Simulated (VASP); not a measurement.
A VASP calculation is set up with these files.

### INCAR
```
# general
SYSTEM  = Mg2Sn
PREC    = Accurate
ENCUT   = 400
LREAL   = .FALSE.
LASPH   = .TRUE.
ISYM    = -1

# electronic loop
EDIFF   = 1E-6
NELM    = 100
ALGO    = Normal
LMAXMIX = 4

# smearing
ISMEAR  = 0
SIGMA   = 0.05

# functional
GGA     = PE

# ions
ISIF    = 2

# output
LWAVE   = .FALSE.
LCHARG  = .FALSE.
```

**POSCAR**
```
Mg2Sn
4.8756430
  0.0000000000   0.7071067344   0.7071067344
  0.7071067344   0.0000000000   0.7071067344
  0.7071067344   0.7071067344   0.0000000000
Mg Sn
2 1
Cartesian
  0.3535533672   0.3535533672   0.3535533672
  1.0606601017   1.0606601017   1.0606601017
  0.0000000000   0.0000000000   0.0000000000
```

File KPOINTS:
```
Automatic mesh
0
Gamma
5 5 5
0 0 0
```

POTCAR, in this order: Mg Sn_d (PBE.64 set). Program: vasp_std.

Question: Write an equivalent input for Ansatz.

Answer: One equivalent input (not run):
Ansatz 0.2 input:
```yaml
crystal:
  lattice:
    - [0.0000000, 3.4476000, 3.4476000]
    - [3.4476000, 0.0000000, 3.4476000]
    - [3.4476000, 3.4476000, 0.0000000]
  symmetry: { detect: false }
  atoms:
    - { symbol: Mg, position: [0.2500000, 0.2500000, 0.2500000] }
    - { symbol: Mg, position: [0.7500000, 0.7500000, 0.7500000] }
    - { symbol: Sn, position: [0.0000000, 0.0000000, 0.0000000] }
kpoints:
  mp_grid: { grid: [5, 5, 5] }
hamiltonian:
  xc: pbe
  pseudopotentials: { kind: paw }
scf:
  occupations: { method: gaussian, width: 0.05 }
  max_iter: 100
output: { forces: true, stress: true, eigenvalues: true }
```
What does not carry over: each code has its own PAW files, so the cut-off isn't converted (ENCUT is set for VASP's; basis.ecutwfc is left out, and Ansatz then takes the one that its files recommend); Ansatz stops its SCF on the density residual and VASP on the energy change (EDIFF).

The compound is Mg2Sn in the antifluorite structure. The cell was not relaxed at this level. The k-mesh is coarse (spacing up to 0.32 per Å, 2π included), so the numbers may not be converged in it. The run is one of a series of settings (ISYM = -1 against the base run), some of them coarse on purpose.
